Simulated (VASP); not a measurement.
Data:

```cif
data_GdN
_chemical_formula_sum 'Gd1 N1'
_space_group_name_H-M_alt 'P 1'
_space_group_IT_number 1
_cell_length_a 3.51558
_cell_length_b 3.51558
_cell_length_c 3.51558
_cell_angle_alpha 60.000
_cell_angle_beta 60.000
_cell_angle_gamma 60.000
loop_
_space_group_symop_operation_xyz
  'x, y, z'
loop_
_atom_site_label
_atom_site_type_symbol
_atom_site_fract_x
_atom_site_fract_y
_atom_site_fract_z
_atom_site_occupancy
Gd1 Gd 0.00000 0.00000 0.00000 1
N1 N 0.50000 0.50000 0.50000 1
```

All values below come from optB88-vdW, VASP's PBE PAW potentials (set 64) (plane waves; VASP). Run with 520 eV cut-off, 9×9×9 Γ-centred mesh, Gaussian smearing of 0.050 eV, potentials Gd_3 N.

The 4f electrons are frozen in the core of the lanthanide potential, so 4f levels, which can set the real gap, and their magnetism are missing.

**Question.** Give the energy at these volumes per atom, relative to the lowest: 14.43, 14.89, 15.36, 15.82, 16.28 Å³.

**Answer.** 31.5, 7.6, 0.0, 6.4, 24.9 meV/atom. A third-order Birch-Murnaghan fit gives B0 = 162 GPa and B0′ = 4.2.

Measured: bulk modulus 192 GPa (computed value off by -15.8 %), as given by K Doll, Journal of Physics Condensed Matter (2008), arXiv:0801.3152; a 4.974 Å (computed value off by -0.0 %), as given by F. Natali et al., Progress in Materials Science (2013), arXiv:1208.2410. The calculation is for a static lattice, while the measured bulk modulus, a hold thermal and zero-point effects, which are part of the difference.

The compound is GdN in the rock salt structure. It was relaxed first.
